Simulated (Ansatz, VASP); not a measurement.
# Al2Si2As4WSeS (Al2SSe under WSi2As4, AA'): VASP beside Ansatz, part 2 of 3

Aim: how closely do two programs agree when they are given the same cell, functional and k mesh? Of the first pair: The structure shown is the start of the Ansatz relaxation below; VASP solves that cell, so the two are compared at the walk's first step.

VASP 6.6.1 and Ansatz 0.2.0.

So far: The structure; Ansatz: relaxation, PBE with D3(BJ).

### Step 3. VASP: single point, PBE with D3(BJ), start cell, pair 1

Level of this step: PBE with D3(BJ), no spin polarisation; plane waves and PAW (Se, Al, S, As, Si, W) (VASP).

The same cell, functional, mesh and smearing now go to VASP, with its own data sets.

Lines of VASP's logs that name or quote its potential files are left out, and so is its time.

INCAR reads:

```
SYSTEM = Al2Si2As4WSeS
PREC = Accurate
ENCUT = 520
EDIFF = 1E-06
NELM = 120
ISMEAR = -1
SIGMA = 0.05
LREAL = .FALSE.
ALGO = Normal
GGA = PE
IVDW = 12
NBANDS = 37
LASPH = .TRUE.
LORBIT = 11
LWAVE = .FALSE.
LCHARG = .FALSE.
ISIF = 2
LDIPOL = .TRUE.
IDIPOL = 3
DIPOL = 0.5 0.5 0.503
LVHAR = .TRUE.
GGA_COMPAT = .FALSE.
EFERMI = MIDGAP
NELMDL = -8
KPAR = 2
```

POSCAR reads:

```
Al2Si2As4WSeS
1.0
    3.6597000000      0.0000000000      0.0000000000
   -1.8298500000      3.1693930000      0.0000000000
    0.0000000000      0.0000000000     64.2059900000
Se Al S As Si W
1 2 1 4 2 1
Direct
    0.3333333859      0.6666667718      0.3706819255
    0.0000000526      0.0000001051      0.3892178284
    0.0000000526      0.0000001051      0.4269090158
    0.3333333859      0.6666667718      0.4400037286
    0.3333333859      0.6666667718      0.4867283411
    0.0000000526      0.0000001051      0.5333279029
    0.0000000526      0.0000001051      0.5827185127
    0.3333333859      0.6666667718      0.6293180745
    0.0000000526      0.0000001051      0.4985959410
    0.0000000526      0.0000001051      0.6174504746
    0.3333333859      0.6666667718      0.5580232000
```

KPOINTS reads:

```
Automatic mesh
0
Gamma
12 12 1
0 0 0
```

The projector-augmented-wave data sets are Se, Al, S, As, Si and W (PBE family, release 64).

On the command line:

```
$ mpirun -np 2 vasp_std
```

Numbers of over 12 decimals in the logs are rounded to 6 here.

Log:

```text
[banner, memory and clock lines left out]
running    2 mpi-ranks, on    1 nodes
 distrk:  each k-point on    1 cores,    2 groups
 distr:  one band on    1 cores,    1 groups

 POSCAR found type information on POSCAR SeAlS AsSiW
 POSCAR found :  6 types and      11 ions
 LDA part: xc-table for (Slater+PW92), standard interpolation
|                                                                             |
|           W    W    AA    RRRRR   N    N  II  N    N   GGGG   !!!           |
|           W    W   A  A   R    R  NN   N  II  NN   N  G    G  !!!           |
|           W    W  A    A  R    R  N N  N  II  N N  N  G       !!!           |
|           W WW W  AAAAAA  RRRRR   N  N N  II  N  N N  G  GGG   !            |
|           WW  WW  A    A  R   R   N   NN  II  N   NN  G    G                |
|           W    W  A    A  R    R  N    N  II  N    N   GGGG   !!!           |
|                                                                             |
|     One of the lattice vectors is very long (>50 A), but AMIN is rather     |
|     large. This can spoil convergence since charge sloshing might occur     |
|     along the long lattice vector. If problems with convergence are         |
|     observed, try to decrease AMIN to a smaller value (e.g. 0.01).          |
|     Note: This warning only applies if the self-consistency cycle is        |
|     used.                                                                   |
|                                                                             |

 POSCAR, INCAR and KPOINTS ok, starting setup
 FFT: planning ... GRIDC
 FFT: planning ... GRID_SOFT
 FFT: planning ... GRID
 WAVECAR not read
 entering main loop
       N       E                     dE             d eps       ncg     rms          rms(c)
DAV:   1     0.366591628343E+03    0.36659E+03   -0.16210E+04  1422   0.999E+02
DAV:   2    -0.679277117805E+01   -0.37338E+03   -0.35936E+03  2129   0.188E+02
DAV:   3    -0.588736788183E+02   -0.52081E+02   -0.51380E+02  1771   0.740E+01
DAV:   4    -0.609255172242E+02   -0.20518E+01   -0.20351E+01  1948   0.169E+01
DAV:   5    -0.609922113042E+02   -0.66694E-01   -0.66574E-01  1999   0.290E+00
DAV:   6    -0.609946531162E+02   -0.24418E-02   -0.24410E-02  2103   0.537E-01
DAV:   7    -0.609947403549E+02   -0.87239E-04   -0.87221E-04  2087   0.946E-02
DAV:   8    -0.609947440280E+02   -0.36730E-05   -0.36726E-05  2012   0.162E-02    0.196E+01
DAV:   9    -0.593984479506E+02    0.15963E+01   -0.75684E+00  1886   0.899E+00    0.828E+00
DAV:  10    -0.595099052745E+02   -0.11146E+00   -0.76578E+00  2135   0.123E+01    0.760E+00
DAV:  11    -0.701179370789E+02   -0.10608E+02   -0.36453E+01  2168   0.238E+01    0.137E+01
DAV:  12    -0.586981752393E+02    0.11420E+02   -0.18494E+02  2152   0.233E+01    0.188E+00
DAV:  13    -0.589398903140E+02   -0.24172E+00   -0.45389E+00  1735   0.516E+00    0.107E+00
DAV:  14    -0.588368937277E+02    0.10300E+00   -0.37911E-01  1821   0.276E+00    0.759E-01
[...]
DAV:  28    -0.587411040329E+02    0.57101E-03   -0.36918E-04  2114   0.156E-01    0.463E-02
DAV:  29    -0.587406015480E+02    0.50248E-03   -0.32389E-03  2076   0.446E-01    0.780E-02
DAV:  30    -0.587405858537E+02    0.15694E-04   -0.79532E-04  1871   0.193E-01    0.387E-02
DAV:  31    -0.587405812906E+02    0.45630E-05   -0.31779E-04  1812   0.130E-01    0.278E-02
DAV:  32    -0.587405883963E+02   -0.71057E-05   -0.12156E-04  1856   0.705E-02    0.385E-02
DAV:  33    -0.587406179283E+02   -0.29532E-04   -0.15071E-04  1876   0.945E-02    0.193E-02
DAV:  34    -0.587406314993E+02   -0.13571E-04   -0.41467E-05  1764   0.247E-02    0.162E-02
DAV:  35    -0.587406312511E+02    0.24824E-06   -0.62738E-06  1628   0.898E-03
   1 F= -.62471779E+02 E0= -.62466703E+02  d E =-.101518E-01
```

From OUTCAR (step 3):

```text
ion  position               nearest neighbor table
   1  0.333  0.667  0.371-   2 2.43   2 2.43   2 2.43
   2  0.000  0.000  0.389-   3 2.42   1 2.43   1 2.43   1 2.43
   3  0.000  0.000  0.427-   4 2.27   4 2.27   4 2.27   2 2.42
   4  0.333  0.667  0.440-   3 2.27   3 2.27   3 2.27
   5  0.333  0.667  0.487-   9 2.25   9 2.25   9 2.25
   6  0.000  0.000  0.533-   9 2.23  11 2.64  11 2.64  11 2.64
   7  0.000  0.000  0.583-  10 2.23  11 2.64  11 2.64  11 2.64
   8  0.333  0.667  0.629-  10 2.25  10 2.25  10 2.25
   9  0.000  0.000  0.499-   6 2.23   5 2.25   5 2.25   5 2.25
  10  0.000  0.000  0.617-   7 2.23   8 2.25   8 2.25   8 2.25
  11  0.333  0.667  0.558-   6 2.64   6 2.64   6 2.64   7 2.64   7 2.64   7 2.64

  LATTYP: Found a hexagonal cell.
 ALAT       =     3.6597000000
 C/A-ratio  =    17.5440582561

 Subroutine GETGRP returns: Found  6 space group operations
 (whereof  6 operations were pure point group operations)

The static configuration has the point symmetry C_3v.

 Found     19 irreducible k-points:

   k-points           NKPTS =     19   k-points in BZ     NKDIM =     19   number of bands    NBANDS=     37

   dimension x,y,z NGX =    28 NGY =   28 NGZ =  480
   dimension x,y,z NGXF=    56 NGYF=   56 NGZF=  960

   ENCUT  =  520.0 eV  38.22 Ry    6.18 a.u.   6.80  6.80119.38*2*pi/ulx,y,z

   NELECT =      52.0000    total number of electrons

 k-points in reciprocal lattice and weights: Automatic mesh
   0.00000000  0.00000000  0.00000000       0.007
   0.08333333 -0.00000000  0.00000000       0.042
   0.16666667 -0.00000000  0.00000000       0.042
   0.25000000 -0.00000000  0.00000000       0.042
   0.33333333 -0.00000000  0.00000000       0.042
   0.41666667  0.00000000  0.00000000       0.042
   0.50000000 -0.00000000  0.00000000       0.021
   0.08333333  0.08333333  0.00000000       0.042
   0.16666667  0.08333333  0.00000000       0.083
[...]
0.33333333  0.25000000  0.00000000       0.083
   0.33333333  0.33333333  0.00000000       0.014

 dipolmoment           0.000000      0.000000     -0.020552 electrons x Angstroem

 average (electrostatic) potential at core
       1 -59.8896       2 -82.0996       3 -82.8495       4 -94.2156       5 -56.7238
       6 -55.9452       7 -55.9554       8 -56.6933       9 -92.3115      10 -92.3353
      11 -47.4668

 E-fermi :  -1.6502

 k-point     1 :       0.0000    0.0000    0.0000
  band No.  band energies     occupation
    ...
     22      -3.0171      2.00000
     23      -2.5737      2.00000
     24      -2.5737      2.00000
     25      -2.2790      1.99999
     26      -1.8164      1.93055
     27      -0.7788      0.00000
     28      -0.6224      0.00000
     29      -0.0191      0.00000
     30       0.1053      0.00000
     31       0.1053      0.00000
    ...

 k-point     2 :       0.0833   -0.0000    0.0000
  band No.  band energies     occupation
    ...
     22      -3.0648      2.00000
     23      -2.6860      2.00000
     24      -2.6797      2.00000
     25      -2.1892      1.99996
     26      -1.7262      1.64094
     27      -0.4650      0.00000
     28      -0.3566      0.00000
     29       0.1927      0.00000
     30       0.3016      0.00000
     31       0.3565      0.00000
    ...

 k-point     3 :       0.1667   -0.0000    0.0000
  band No.  band energies     occupation
    ...
     22      -3.2371      2.00000
     23      -2.9622      2.00000
     24      -2.9053      2.00000
     25      -2.2724      1.99999
     26      -1.9430      1.99429
     27      -0.5981      0.00000
     28      -0.5437      0.00000
     29       0.4892      0.00000
     30       0.6036      0.00000
     31       0.8555      0.00000
    ...

 Edisp (eV)   -3.73115

  Total       0.49185     0.49185    15.01804     0.00000    -0.00000     0.00000
  in kB       1.05816     1.05816    32.30923     0.00000    -0.00000     0.00000
  external pressure =       11.48 kB  Pullay stress =        0.00 kB

  energy-cutoff  :      520.00
  volume of cell :      744.73
      direct lattice vectors                 reciprocal lattice vectors
     3.659700000  0.000000000  0.000000000     0.273246441  0.157758915  0.000000000
    -1.829850000  3.169393000  0.000000000     0.000000000  0.315517829  0.000000000
     0.000000000  0.000000000 64.205990000     0.000000000  0.000000000  0.015574871

 POSITION                                       TOTAL-FORCE (eV/Angst)
 -----------------------------------------------------------------------------------
     -0.00000      2.11293     23.80000        -0.000000      0.000000     -0.191998
      0.00000      0.00000     24.99012         0.000000      0.000000     -0.975781
      0.00000      0.00000     27.41012         0.000000      0.000000     -0.361004
     -0.00000      2.11293     28.25087        -0.000000     -0.000000      0.460529
     -0.00000      2.11293     31.25088         0.000000      0.000000     -1.939467
      0.00000      0.00000     34.24285         0.000000      0.000000      3.252534
      0.00000      0.00000     37.41402         0.000000      0.000000     -3.264083
     -0.00000      2.11293     40.40599        -0.000000      0.000000      2.969555
      0.00000      0.00000     32.01285         0.000000      0.000000      1.260087
      0.00000      0.00000     39.64402         0.000000      0.000000     -1.239544
     -0.00000      2.11293     35.82843         0.000000      0.000000      0.029172
 -----------------------------------------------------------------------------------
    total drift:                               -0.000000     -0.000603     -0.000232

  FREE ENERGIE OF THE ION-ELECTRON SYSTEM (eV)
  ---------------------------------------------------
  free  energy   TOTEN  =       -62.4717788956 eV

  energy  without entropy=      -62.4616270841  energy(sigma->0) =      -62.46670299

 vacuum level on the upper side and lower side of the slab         3.010         3.330

 total charge
# of ion       s       p       d       tot
------------------------------------------
    1        1.458   2.443   0.032   3.933
    2        0.423   0.382   0.000   0.805
    3        0.414   0.389   0.000   0.803
    4        1.332   2.494   0.000   3.826
    5        1.227   1.688   0.056   2.971
    6        1.204   1.587   0.061   2.852
    7        1.201   1.592   0.061   2.853
    8        1.217   1.691   0.051   2.959
    9        0.755   0.942   0.000   1.697
   10        0.754   0.945   0.000   1.699
   11        0.489   0.468   4.002   4.959
--------------------------------------------------
tot         10.475  14.620   4.264  29.358

[... 3 further parts left out ...]
```

### Step 4. Differences

Known differences besides the potentials themselves: Ansatz cuts the interaction across the vacuum, VASP repeats the sheet with a dipole correction; the data sets hold 110 valence electrons in Ansatz (on its default PAW (the set named soft_2) files) and 52 in VASP; the cutoff is 420 eV in Ansatz and 520 eV in VASP. Total energies have different zeros and are not compared.

Forces on 7 of the 11 atoms, those with the largest forces and the largest differences (eV/Å; atoms numbered as in POSCAR):

| atom | Ansatz x, y, z | VASP x, y, z |
| --- | --- | --- |
| Al2 | 0.000, 0.000, -0.977 | 0.000, 0.000, -0.976 |
| As5 | 0.000, 0.000, -1.897 | 0.000, 0.000, -1.939 |
| As6 | 0.000, 0.000, 3.135 | 0.000, 0.000, 3.253 |
| As7 | 0.000, 0.000, -3.148 | 0.000, 0.000, -3.264 |
| As8 | 0.000, 0.000, 2.928 | 0.000, 0.000, 2.970 |
| Si9 | 0.000, 0.000, 1.281 | 0.000, 0.000, 1.260 |
| Si10 | 0.000, 0.000, -1.257 | 0.000, 0.000, -1.240 |

The forces differ by 31 meV/Å r.m.s., which is 2.9 % of the r.m.s. force of 1.077 eV/Å (both taken over all components). With vacuum in the cell, a pressure given here is an average over mostly empty space and none of the material.

### Step 5. Ansatz: relaxation, PBE with D3(BJ)

This run makes the geometry at which the two programs are then compared.

The structure compared here is the end of the Ansatz relaxation.

input.yaml reads:

```yaml
crystal:
  lattice:
    - [3.6597, 0.0, 0.0]
    - [-1.82985, 3.1693931702, 0.0]
    - [0.0, 0.0, 64.2059899286]
  atoms:
    - { symbol: Se, position: [0.3333333333, 0.6666666667, 0.3706819259] }
    - { symbol: Al, position: [0.0, 0.0, 0.3892178274] }
    - { symbol: Al, position: [0.0, 0.0, 0.4269090149] }
    - { symbol: S, position: [0.3333333333, 0.6666666667, 0.4400037294] }
    - { symbol: As, position: [0.3333333333, 0.6666666667, 0.4867283419] }
    - { symbol: Si, position: [0.0, 0.0, 0.4985959438] }
    - { symbol: As, position: [0.0, 0.0, 0.5333279058] }
    - { symbol: W, position: [0.3333333333, 0.6666666667, 0.558023208] }
    - { symbol: As, position: [0.0, 0.0, 0.5827185103] }
    - { symbol: Si, position: [0.0, 0.0, 0.6174504722] }
    - { symbol: As, position: [0.3333333333, 0.6666666667, 0.6293180741] }
  periodic: [true, true, false]
kpoints:
  mp_grid: { grid: [12, 12, 1] }
hamiltonian:
  xc: pbe
  dispersion: d3bj
scf:
  occupations: { method: fermi_dirac, width: 0.05 }
  convergence: { dr2_threshold: 1.0e-09 }
relax:
  f_tol: 0.004
  max_steps: 90
  cell: {}
output:
  write_potential: true
  write_density: true
  volumetric_format: npy
```

On the command line:

```
$ ansatz run input.yaml --threads 4 --pin off --max-ram 12288MiB --backend cpu --events-out ev --progress --plain --runs-dir out
```

Log:

```text
[...]
Crystal: 11 atoms, lattice volume = 744.727 Å³
Basis set: ecut = 420 eV, 14399 PW (Γ), exchange–correlation on 50×50×864 points (8 copies of the dense FFT grid, shifted against one another)
Bands: 66, of which v1, the nominal top of the filled ones, is band 55 counted from 1 (54 counted from 0)
Symmetry: 6 space group operations
[...]
- { symbol: Si, position: [9.713626378505983e-18, -2.6914497567453783e-17, 0.505907] }
    - { symbol: As, position: [1.3724490336031032e-17, -2.691449756745378e-17, 0.542422] }
    - { symbol: W, position: [0.333333, 0.666667, 0.565695] }
    - { symbol: As, position: [7.326554074518055e-18, -2.691449756745378e-17, 0.588968] }
    - { symbol: Si, position: [1.1368195909876747e-17, -2.691449756745378e-17, 0.625497] }
    - { symbol: As, position: [0.333333, 0.666667, 0.642933] }
[key lines of the parts left out:]
SCF converged after 7 iterations
Free energy (F): -38534.058065 eV
Fermi energy:    -4.425196 eV
P = ½ c Tr σ = -0.0171 N/m
```

(Continued in part 3 of 3.)

[Lines on the potential files, build, host, timing and source positions are cut from VASP's logs without a mark.]

[Logs are printed without paths, hosts, clocks, repeated set-up lines and the standing remarks that a program may print on its own settings, such as how far it seeks lower states.]

[Hosts, paths, dates, database ids (printed as entryN), source tags and the programs' standing remarks are cut or masked in the printed files.]
